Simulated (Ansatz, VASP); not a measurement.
# Cross-check of SiC (Moissanite 3C) between VASP and Ansatz

Wanted: the spread between two codes on one cell, functional and k mesh. The cell is taken from a series of runs on this material, whose earlier steps may have relaxed, scaled, displaced or heated it; both programs get it as it stands.

Main program and level: Ansatz 0.2.0; plane waves, with VASP 6.6.1 beside it; zone-centre phonons at r2SCAN.

## 1. The starting structure

The structure is cubic, space group F-43m (No. 216). The conventional cell has a = 4.334 Å, b = 4.334 Å, c = 4.334 Å, α = 90.00°, β = 90.00°, γ = 90.00°. Nearest to Si lie 4 C at 1.88 Å. C has 4 Si at 1.88 Å nearest. Farther neighbours are not listed.

## 2. VASP: zone-centre phonons, r2SCAN

Second derivatives magnify differences that forces hide, and they need a tight electronic threshold.

Lines of VASP's logs that name or quote its potential files are left out, and so is its time.

The input, INCAR:

```
SYSTEM = SiC
PREC = Accurate
ENCUT = 660
EDIFF = 1E-08
NELM = 120
ISMEAR = 0
SIGMA = 0.01
LREAL = .FALSE.
ALGO = Normal
METAGGA = R2SCAN
LASPH = .TRUE.
NBANDS = 10
LORBIT = 11
LWAVE = .FALSE.
LCHARG = .FALSE.
ISIF = 2
IBRION = 6
NFREE = 2
POTIM = 0.015
NSW = 1
GGA_COMPAT = .FALSE.
EFERMI = MIDGAP
LMIXTAU = .TRUE.
KPAR = 2
```

The input, POSCAR:

```
SiC
1.0
    0.0000000000      2.1672190229      2.1672190229
    2.1672190229      0.0000000000      2.1672190229
    2.1672190229      2.1672190229      0.0000000000
Si C
1 1
Direct
    0.0000000000      0.0000000000      0.0000000000
    0.2500000000      0.2500000000      0.2500000000
```

The input, KPOINTS:

```
Automatic mesh
0
Gamma
10 10 10
0 0 0
```

The projector-augmented-wave data sets are Si and C (PBE family, release 64).

Run with:

```sh
$ mpirun -np 2 vasp_std
```

Numbers of over 12 decimals in the logs are rounded to 6 here.

The log of the run:

```text
[banner, memory and clock lines left out]
running    2 mpi-ranks, on    1 nodes
 distrk:  each k-point on    1 cores,    2 groups
 distr:  one band on    1 cores,    1 groups

 POSCAR found type information on POSCAR SiC
 POSCAR found :  2 types and       2 ions
|                                                                             |
|               ----> ADVICE to this user running VASP <----                  |
|                                                                             |
|     You enforced a specific xc type in the INCAR file but a different       |
|     [... a line on the potential file left out ...]
|     I HOPE YOU KNOW WHAT YOU ARE DOING!                                     |
|                                                                             |

 LDA part: xc-table for (None), standard interpolation
 POSCAR, INCAR and KPOINTS ok, starting setup
 FFT: planning ... GRIDC
 FFT: planning ... GRID_SOFT
 FFT: planning ... GRID
 WAVECAR not read
 entering main loop
       N       E                     dE             d eps       ncg     rms          rms(c)
DAV:   1     0.423311675233E+01    0.42331E+01   -0.48058E+03   964   0.852E+02
DAV:   2    -0.215005152765E+02   -0.25734E+02   -0.24328E+02  1306   0.133E+02
DAV:   3    -0.223510514914E+02   -0.85054E+00   -0.84821E+00  1124   0.208E+01
DAV:   4    -0.223545859488E+02   -0.35345E-02   -0.35342E-02  1078   0.161E+00
DAV:   5    -0.223546011194E+02   -0.15171E-04   -0.15171E-04  1080   0.102E-01    0.937E+00
DAV:   6    -0.191442004395E+02    0.32104E+01   -0.53508E+00  1020   0.127E+01    0.550E+00
DAV:   7    -0.190917059952E+02    0.52494E-01   -0.70516E-01  1020   0.497E+00    0.191E+00
DAV:   8    -0.191138053710E+02   -0.22099E-01   -0.40551E-01   946   0.478E+00    0.148E+00
DAV:   9    -0.193095186876E+02   -0.19571E+00   -0.53269E-02   964   0.205E+00    0.601E-01
DAV:  10    -0.193160293466E+02   -0.65107E-02   -0.74909E-03   970   0.845E-01    0.302E-01
DAV:  11    -0.193293300228E+02   -0.13301E-01   -0.54242E-03   948   0.754E-01    0.375E-02
DAV:  12    -0.193278005613E+02    0.15295E-02   -0.20440E-03   956   0.393E-01    0.875E-02
DAV:  13    -0.193281767116E+02   -0.37615E-03   -0.39530E-04   990   0.127E-01    0.508E-02
DAV:  14    -0.193284800225E+02   -0.30331E-03   -0.81459E-05   958   0.860E-02    0.982E-03
DAV:  15    -0.193284769387E+02    0.30838E-05   -0.40400E-06  1220   0.189E-02    0.617E-03
DAV:  16    -0.193284811783E+02   -0.42396E-05   -0.20485E-06   958   0.121E-02    0.476E-03
DAV:  17    -0.193284807647E+02    0.41357E-06   -0.45968E-07   966   0.582E-03    0.435E-03
DAV:  18    -0.193284810758E+02   -0.31113E-06   -0.96691E-08   988   0.256E-03    0.746E-04
DAV:  19    -0.193284810396E+02    0.36248E-07   -0.11519E-08   704   0.986E-04    0.345E-04
DAV:  20    -0.193284811066E+02   -0.66995E-07   -0.18768E-09   492   0.429E-04    0.135E-04
DAV:  21    -0.193284810617E+02    0.44875E-07   -0.25101E-09   488   0.525E-04    0.624E-05
DAV:  22    -0.193284810787E+02   -0.16941E-07   -0.28617E-10   484   0.150E-04    0.875E-06
DAV:  23    -0.193284810771E+02    0.15659E-08   -0.26299E-11   486   0.565E-05
   1 F= -.19328481E+02 E0= -.19328481E+02  d E =0.000000E+00
[...]
2 F= -.19326193E+02 E0= -.19326193E+02  d E =0.000000E+00
[...]
3 F= -.19326193E+02 E0= -.19326193E+02  d E =0.000000E+00
[...]
4 F= -.19326193E+02 E0= -.19326193E+02  d E =0.000000E+00
 Finite differences progress:
  Degree of freedom:   2/  2
  Displacement:        1/  2
  Total:               3/  4
 bond charge predicted
       N       E                     dE             d eps       ncg     rms          rms(c)
DAV:   1    -0.193274863085E+02   -0.12929E-02   -0.14140E+00  3430   0.861E+00    0.343E-01
DAV:   2    -0.193266199347E+02    0.86637E-03   -0.11948E-02  4002   0.952E-01    0.157E-01
DAV:   3    -0.193250564109E+02    0.15635E-02   -0.47138E-03  3608   0.566E-01    0.634E-02
DAV:   4    -0.193259439671E+02   -0.88756E-03   -0.17853E-03  3532   0.356E-01    0.378E-02
DAV:   5    -0.193261785729E+02   -0.23461E-03   -0.97322E-05  3644   0.863E-02    0.192E-02
DAV:   6    -0.193261917081E+02   -0.13135E-04   -0.15696E-05  3684   0.371E-02    0.352E-03
DAV:   7    -0.193261934642E+02   -0.17561E-05   -0.66380E-06  3482   0.235E-02    0.162E-03
DAV:   8    -0.193261933683E+02    0.95945E-07   -0.10433E-06  3650   0.962E-03    0.108E-03
DAV:   9    -0.193261933291E+02    0.39196E-07   -0.95359E-08  3674   0.286E-03    0.647E-04
DAV:  10    -0.193261934095E+02   -0.80414E-07   -0.33605E-08  3500   0.183E-03    0.110E-04
DAV:  11    -0.193261934087E+02    0.79217E-09   -0.51395E-09  1884   0.798E-04
   5 F= -.19326193E+02 E0= -.19326193E+02  d E =0.000000E+00
 Finite differences progress:
  Degree of freedom:   2/  2
  Displacement:        2/  2
  Total:               4/  4
```

Parts of OUTCAR (step 2):

```text
ion  position               nearest neighbor table
   1  0.000  0.000  0.000-   2 1.88   2 1.88   2 1.88   2 1.88
   2  0.250  0.250  0.250-   1 1.88   1 1.88   1 1.88   1 1.88

  LATTYP: Found a face centered cubic cell.
 ALAT       =     4.3344380458

 Subroutine GETGRP returns: Found 24 space group operations
 (whereof 24 operations were pure point group operations)

The static configuration has the point symmetry T_d .

 Found     47 irreducible k-points:

   k-points           NKPTS =     47   k-points in BZ     NKDIM =     47   number of bands    NBANDS=     10

   dimension x,y,z NGX =    28 NGY =   28 NGZ =   28
   dimension x,y,z NGXF=    56 NGYF=   56 NGZF=   56

   ENCUT  =  660.0 eV  48.51 Ry    6.96 a.u.   6.42  6.42  6.42*2*pi/ulx,y,z

   NELECT =       8.0000    total number of electrons

 k-points in reciprocal lattice and weights: Automatic mesh
   0.00000000  0.00000000  0.00000000       0.001
   0.10000000  0.00000000  0.00000000       0.008
   0.20000000  0.00000000  0.00000000       0.008
   0.30000000  0.00000000  0.00000000       0.008
   0.40000000  0.00000000  0.00000000       0.008
   0.50000000  0.00000000  0.00000000       0.004
   0.10000000  0.10000000  0.00000000       0.006
   0.20000000  0.10000000  0.00000000       0.024
   0.30000000  0.10000000  0.00000000       0.024
[...]
-0.30000000  0.40000000  0.20000000       0.024
  -0.30000000  0.50000000  0.20000000       0.012

 average (electrostatic) potential at core
       1 -83.1022       2 -46.4519

 E-fermi :   9.0581

 k-point     1 :       0.0000    0.0000    0.0000
  band No.  band energies     occupation
      1      -8.1455      2.00000
      2       8.0868      2.00000
      3       8.1636      2.00000
      4       8.2380      2.00000
      5      15.2016      0.00000
      6      16.1060      0.00000
      7      16.1365      0.00000
      8      16.1687      0.00000
      9      23.4740      0.00000
    ...

 k-point     2 :       0.1000    0.0000    0.0000
  band No.  band energies     occupation
      1      -7.9404      2.00000
      2       7.0694      2.00000
      3       7.9981      2.00000
      4       8.0956      2.00000
      5      15.4212      0.00000
      6      16.3672      0.00000
      7      16.4100      0.00000
      8      16.5308      0.00000
      9      22.5092      0.00000
    ...

 k-point     3 :       0.2000    0.0000    0.0000
  band No.  band energies     occupation
      1      -7.3347      2.00000
      2       4.8574      2.00000
      3       7.6722      2.00000
      4       7.7691      2.00000
      5      15.0955      0.00000
      6      16.7400      0.00000
      7      16.8255      0.00000
      8      17.8636      0.00000
      9      21.8183      0.00000
    ...

  Total        0.3957212      0.4014069      0.4014069      0.0000000      0.1258383      0.0000000
  in kB       31.1430745     31.5905370     31.5905370      0.0000000      9.9034153      0.0000000
  external PRESSURE =      31.4413828 kB  Pullay stress =       0.0000000 kB

  energy-cutoff  :      660.00
  volume of cell :       20.36
      direct lattice vectors                 reciprocal lattice vectors
     0.000000000  2.167219023  2.167219023    -0.230710415  0.230710415  0.230710415
     2.167219023  0.000000000  2.167219023     0.230710415 -0.230710415  0.230710415
     2.167219023  2.167219023  0.000000000     0.230710415  0.230710415 -0.230710415

 POSITION                                       TOTAL-FORCE (eV/Angst)
 -----------------------------------------------------------------------------------
      0.00000      0.00000      0.00000        -0.305092      0.000000      0.000000
      1.06861      1.08361      1.08361         0.305092     -0.000000     -0.000000
 -----------------------------------------------------------------------------------
    total drift:                               -0.000076      0.000000      0.000000

  FREE ENERGIE OF THE ION-ELECTRON SYSTEM (eV)
  ---------------------------------------------------
  free  energy   TOTEN  =       -19.3261934087 eV

  energy  without entropy=      -19.3261934087  energy(sigma->0) =      -19.32619341

 Eigenvectors and eigenvalues of the dynamical matrix
 ----------------------------------------------------

   1 f  =   24.309642 THz   152.741985 2PiTHz  810.882370 cm-1   100.536555 meV
             X         Y         Z           dx          dy          dz
      0.000000  0.000000  0.000000     0.000000    0.000000   -0.547324
      1.083610  1.083610  1.083610     0.000000   -0.000000    0.836921

   2 f  =   24.309642 THz   152.741985 2PiTHz  810.882370 cm-1   100.536555 meV
             X         Y         Z           dx          dy          dz
      0.000000  0.000000  0.000000     0.547324   -0.000000    0.000000
      1.083610  1.083610  1.083610    -0.836921   -0.000000    0.000000

   3 f  =   24.309642 THz   152.741985 2PiTHz  810.882370 cm-1   100.536555 meV
             X         Y         Z           dx          dy          dz
      0.000000  0.000000  0.000000     0.000000   -0.547324    0.000000
      1.083610  1.083610  1.083610    -0.000000    0.836921    0.000000

   4 f/i=    0.000210 THz     0.001319 2PiTHz    0.007004 cm-1     0.000868 meV
             X         Y         Z           dx          dy          dz
      0.000000  0.000000  0.000000     0.424115    0.495734   -0.524223
      1.083610  1.083610  1.083610     0.277360    0.324197   -0.342828

   5 f/i=    0.000210 THz     0.001319 2PiTHz    0.007004 cm-1     0.000868 meV
             X         Y         Z           dx          dy          dz
      0.000000  0.000000  0.000000     0.583892    0.121381    0.587174
      1.083610  1.083610  1.083610     0.381850    0.079380    0.383996

   6 f/i=    0.000210 THz     0.001319 2PiTHz    0.007004 cm-1     0.000868 meV
             X         Y         Z           dx          dy          dz
      0.000000  0.000000  0.000000    -0.423831    0.663287    0.284347
      1.083610  1.083610  1.083610    -0.277175    0.433773    0.185956

 ELASTIC MODULI CONTR FROM IONIC RELAXATION (kBar)
 Direction    XX          YY          ZZ          XY          YZ          ZX
 --------------------------------------------------------------------------------
 XX          -0.0000     -0.0000     -0.0000      0.0000      0.0000      0.0000
 YY          -0.0000     -0.0000     -0.0000      0.0000      0.0000      0.0000
 ZZ          -0.0000     -0.0000     -0.0000      0.0000      0.0000      0.0000
 XY           0.0000      0.0000      0.0000   -272.3424      0.0000      0.0000
 YZ           0.0000      0.0000      0.0000      0.0000   -272.3424      0.0000
 ZX           0.0000      0.0000      0.0000      0.0000      0.0000   -272.3424
 --------------------------------------------------------------------------------

 total charge
# of ion       s       p       d       tot
------------------------------------------
    1        0.705   0.992   0.000   1.697
    2        0.851   1.731   0.000   2.582
--------------------------------------------------
tot          1.555   2.723   0.000   4.279

[... 3 further parts left out ...]
```

CONTCAR:

```
SiC
   1.00000000000000
     0.0000000000000000    2.1672190228999999    2.1672190228999999
     2.1672190228999999    0.0000000000000000    2.1672190228999999
     2.1672190228999999    2.1672190228999999    0.0000000000000000
  Si              C
     1     1
Direct
     0.0000000000000000    0.0000000000000000    0.0000000000000000
     0.2534606562238292    0.2465393437761708    0.2465393437761707
```

Levels, forces or a CONTCAR printed for this step are those of its last displaced cell, not of the structure at rest.

(Part 1 of 2 ends here.)

[Lines on the potential files, build, host, timing and source positions are cut from VASP's logs without a mark.]

[Logs are printed without paths, hosts, clocks, repeated set-up lines and the standing remarks that a program may print on its own settings, such as how far it seeks lower states.]

[Hosts, paths, dates, database ids (printed as entryN), source tags and the programs' standing remarks are cut or masked in the printed files.]
